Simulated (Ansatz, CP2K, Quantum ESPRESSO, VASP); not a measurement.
**SiO: programs and potentials compared**

```
Si O
1.0
     2.80697    0.00000    0.00000
     0.00000    2.80697    0.00000
     0.00000    0.00000    2.80697
Si O
1 1
Cartesian
  0.0000 0.0000 0.0000
  1.4035 1.4035 1.4035
```

The cell comes from a database or a generator and needn't be the stable form of this composition.

Alike in all runs: task equation of state; functional PBE; k mesh 9 × 9 × 9; occupations fermi-dirac, width 0.05 eV; no spin polarisation; no spin-orbit coupling.

```csv
program and potentials,plane-wave cutoff (eV),notes,equilibrium volume (Å³/atom),bulk modulus (GPa)
"Quantum ESPRESSO, SSSP 1.3 efficiency PBE",748,-,11.07,129.4
"Ansatz, Ansatz PAW (earlier soft set)",420,-,11.07,129.8
"VASP, PBE PAW files O, Si, 520 eV",520,-,?,?
"CP2K, POTENTIAL_UZH Si GTH-PBE-q4, O GTH-PBE-q6; TZVP-MOLOPT-PBE-GTH basis",-,atomic basis,11.09,129.0
```

Task: Estimate from the other rows what the run with VASP, PBE PAW files O, Si, 520 eV gave.

Result: Equilibrium volume 11.08 Å³/atom; bulk modulus 129.1 GPa. The other rows, which needn't bracket it: equilibrium volume 11.07 to 11.09; bulk modulus 129.0 to 129.8.
